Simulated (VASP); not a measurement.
A convergence study with VASP on TaC (rock salt): one setting is varied, all else stays as given below, so the limit is that of these other settings. Each run relaxes cell and ions from the cell shown.

```xyz
2
Lattice="0.0000 2.2300 2.2300 2.2300 0.0000 2.2300 2.2300 2.2300 0.0000" Properties=species:S:1:pos:R:3 pbc="T T T"
Ta     0.0000     0.0000     0.0000
C      2.2300     2.2300     2.2300
```

These are PBE GGA, VASP's PBE PAW potentials (set 64) (plane waves; VASP) values and carry that method's errors. The tightest run used: 700 eV cut-off, 19×19×19 Γ-centred mesh, first-order Methfessel-Paxton smearing of 0.10 eV, potentials Ta_pv C.

| setting | relaxed volume (Å³/atom) | E (eV/atom) | irreducible k-points |
|---|---|---|---|
| 2×2×2 mesh | 11.566 | -10.3905 | 3 |
| 3×3×3 mesh | 11.367 | -10.8746 | 4 |
| 4×4×4 mesh | 11.269 | -11.0395 | 8 |

Task: These are the cheaper rows. Estimate the results at 19×19×19 mesh, and how far the last row shown lies from them.

Result: 
```json
[
 {"quantity": "relaxed volume (Å³/atom)", "tightest run": "11.225", "last row shown is off by": "0.044"},
 {"quantity": "E (eV/atom)", "tightest run": "-11.1037", "last row shown is off by": "0.0643"}
]
```

VASP warned of too few bands at 3×3×3 mesh.

Left out are rungs that failed or repeat a setting and relaxations that didn't move; long series are thinned to 24 rows.

The compound is TaC in the rock salt structure. The electron count is odd and the run is not spin-polarised, which forces a metal.
